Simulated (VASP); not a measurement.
## Sr3Ta2RhO9: single point with PBE

Sr3Ta2RhO9:

```xyz
15
Lattice="5.7663 -0.5699 0.1332 0.9731 6.0781 0.1665 -1.9652 -0.5934 5.4800" Properties=species:S:1:pos:R:3 pbc="T T T"
Sr    2.8586    1.6801    1.8968
Sr    3.2923    0.3190    5.2628
Sr    0.2183    1.2548    4.1707
Rh    2.2118    4.5387    4.3495
Ta    4.8544    3.8203    4.4446
Ta    0.8927    4.9074    1.9401
O     5.3703    0.0980    2.2023
O     6.0355    5.2227    0.3207
O     3.6855    2.8680    3.2521
O     6.2549    2.9809    3.6365
O     1.7733   -0.4316    2.8744
O     4.0507    2.5545    0.1929
O     0.0200   -1.3336    5.7134
O     1.1450    3.1618    0.9623
O     4.6515    5.3650    3.0847
```

The cell was built by a generator and needn't be a form met in nature.

```yaml
Program: VASP 6.6.1
Task: single point
Functional: PBE
Potentials_or_basis: VASP PAW PBE potentials, release 64 (Sr_sv, Rh_pv, Ta_pv, O)
Cutoff: 520 eV
k_mesh: 3 × 3 × 3
Occupations: fermi-dirac, width 0.1 eV
Spin: no spin polarisation
```

```json
{
  "Pressure": "29.0 GPa",
  "Largest force": "13.446 eV/Å",
  "Band gap on the k mesh": "none (metal or under the smearing width)"
}
```

Forces on the atoms (eV/Å):
```
Sr  -2.178 -3.105 -2.823
Sr   3.006 13.051 -1.197
Sr   1.026  0.661  0.637
Rh  -1.356 -3.708  2.901
Ta  -1.491 -1.718 -6.151
Ta   1.931  0.028  1.284
O    2.580  2.236 -1.308
O   -4.569 -9.796  6.948
O    2.215  2.581  4.798
O    3.549 -2.245 -2.323
O   -2.706  1.674 -3.142
O   -1.845  0.981 -0.886
O   -1.753  1.341 -0.746
O   -0.256  1.818 -1.338
O    1.847 -3.800  3.345
```

Stress tensor (GPa, compression positive):
```
 30.18  -0.37 -11.71
 -0.37  32.87   5.37
-11.71   5.37  23.86
```

Levels at points of the mesh, in eV from the Fermi level:
```
           k point  band 58  band 59  band 60  band 61  band 62  band 63
(0.00, 0.00, 0.00)    -0.99    -0.81    -0.57     0.03     0.35     1.01
```

It took 6 min on 1 thread of Intel(R) Xeon(R) 6975P-C (Granite Rapids), with other jobs on the host, peak memory 0.4 GiB.

Caveat: the k mesh is coarse (spacing up to 0.38 Å⁻¹), so the values aren't converged; a pressure of tens of GPa on the cell as given is suspect, and the run, the potentials or the cell itself is likely at fault; an odd number of electrons without spin polarisation forces a metal; a magnetic or distorted state may lie lower. The run has no spin-orbit coupling, so splittings on Ta are missing.
